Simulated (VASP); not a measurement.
Here is the system:

```
CELL_PARAMETERS angstrom
      4.67788     0.00000     0.00000
      0.00000     4.67788     0.00000
      0.00000     0.00000    28.13088
ATOMIC_POSITIONS crystal
  Sr 0.00000 0.50000 0.32698
  Sr 0.50000 0.00000 0.43991
  Sr 0.00000 0.50000 0.56009
  Sr 0.50000 0.00000 0.67302
  Te 0.00000 0.50000 0.44214
  Te 0.50000 0.00000 0.32134
  Te 0.00000 0.50000 0.67866
  Te 0.50000 0.00000 0.55786
```

Computed with PBEsol GGA, VASP's PBE PAW potentials (set 64) (plane waves; VASP). Settings: PREC = Normal, 400 eV cut-off, 4×4×1 Γ-centred mesh, Gaussian smearing of 0.050 eV, potentials Sr_sv Te.

Unless said otherwise, spin-orbit coupling is left out, though it shifts the bands of the heavy elements here.

Estimate the energy per atom (σ→0), band gap (on the k-mesh) with the smallest direct gap where there is one.

- band gap (on the k-mesh) = 1.70 eV
- smallest direct gap (on the k-mesh) = 1.70 eV
- energy per atom (σ→0) = -4.301 eV/atom

The cell is a thin slab with vacuum, built from SrTe (rock salt): (100) face.
